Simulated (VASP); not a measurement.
Here is the system:

```
CELL_PARAMETERS angstrom
      0.00000     2.03025     2.04045
      2.03025     0.00000     2.04045
      2.03025     2.03025     0.00000
ATOMIC_POSITIONS crystal
  Au 0.00000 0.00000 0.00000
```

All values below come from PBEsol GGA, VASP's PBE PAW potentials (set 64) (plane waves; VASP). Run with 480 eV cut-off, 14×14×14 Γ-centred mesh, first-order Methfessel-Paxton smearing of 0.10 eV, potentials Au.

Give the stress tensor in GPa (positive for a compressed cell).

```
1.89  0.00  0.00
0.00  1.89  0.00
0.00  0.00  1.71
```
The pressure is its mean diagonal, 1.83 GPa.

The compound is Au in the fcc structure. This cell was strained or had an atom moved on purpose.
